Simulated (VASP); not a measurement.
```
Bi2Te3
1.0
    2.25811     1.30372    10.99114
   -2.25811     1.30372    10.99114
    0.00000    -2.60744    10.99114
Bi Te
2 3
Cartesian
  0.00000   0.00000  19.88857
  0.00000   0.00000  13.08484
  0.00000   0.00000  25.82454
  0.00000   0.00000   7.14887
  0.00000   0.00000   0.00000
```

These are PBE GGA, VASP's PBE PAW potentials (set 64) (plane waves; VASP) values and carry that method's errors. Settings: 300 eV cut-off, 4×4×4 Γ-centred mesh, Fermi-Dirac smearing of 0.020 eV, potentials Bi_d Te.

At this cut-off the stress carries a Pulay error, which pulls relaxed volumes low.

Which forces act on the atoms, in eV/Å?

```
atom     Fx     Fy      Fz
----  -----  -----  ------
Bi1   0.000  0.000  -0.077
Bi2   0.000  0.000   0.077
Te3   0.000  0.000  -0.322
Te4   0.000  0.000   0.322
Te5   0.000  0.000   0.000
```

Give the stress tensor in GPa (positive for a compressed cell).

```
-2.16   0.00   0.00
 0.00  -2.16   0.00
 0.00   0.00  -2.30
```
The pressure is its mean diagonal, -2.20 GPa.

The structure comes from a computed database's Bi2Te3 entry; how it stands against other phases isn't given here. The cell was not relaxed at this level.
